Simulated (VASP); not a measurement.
Given:

```
Tl
1.0
    1.82740    -3.16515     0.00000
    1.82740     3.16515     0.00000
    0.00000     0.00000     5.73638
Tl
2
Direct
  0.33333   0.66667   0.25000
  0.66667   0.33333   0.75000
```

Method: PW91 GGA, VASP's PBE PAW potentials (set 64) (plane waves; VASP). Numerical set-up: 520 eV cut-off, 12×12×7 Γ-centred mesh, first-order Methfessel-Paxton smearing of 0.10 eV, potentials Tl_d.

**Question.** The ions and cell shape at fixed volume are relaxed. Which structure does the run end with?

**Answer.** 
```
Tl
1.0
    1.85194    -3.20765     0.00000
    1.85194     3.20765     0.00000
    0.00000     0.00000     5.58539
Tl
2
Direct
  0.33333   0.66667   0.25000
  0.66667   0.33333   0.75000
```
Space group P6_3/mmc (194), at a tolerance of 0.03 Å.

**Question.** How much energy does the relaxation gain?

**Answer.** The energy (σ→0) changes by -3.5 meV/atom, in 4 ionic steps.

The compound is Tl in the hcp structure. This cell is one point of a volume scan, at 1.06 of the reference volume. Symmetry was kept, so distortions that lower it aren't found.
